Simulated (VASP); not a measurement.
Data:

```xyz
2
Lattice="0.0000 2.9455 2.9455 2.9455 0.0000 2.9455 2.9455 2.9455 0.0000" Properties=species:S:1:pos:R:3 pbc="T T T"
P      1.4728     1.4728     1.4728
In     0.0000     0.0000     0.0000
```

Calculation: PBE GGA with D3 dispersion (Becke-Johnson damping), VASP's PBE PAW potentials (set 64) (plane waves; VASP 6.6.1). Run with 400 eV cut-off, 9×9×9 Γ-centred mesh, tetrahedra with Blöchl corrections, potentials P In_d.

Unless said otherwise, spin-orbit coupling is left out, though it shifts the bands of the heavy elements here.

Q: Estimate the energy per atom (σ→0), band gap (on the k-mesh) with the smallest direct gap where there is one.

A: 
```
Quantity                                      Value
-----------------------------------  --------------
band gap (on the k-mesh)                    0.63 eV
smallest direct gap (on the k-mesh)         0.63 eV
energy per atom (σ→0)                -4.506 eV/atom
```

Only differences to runs with the same potentials and settings are physical.

The structure comes from a measured InP entry (F-43m) of the Crystallography Open Database, whose conditions weren't checked. It was relaxed first.
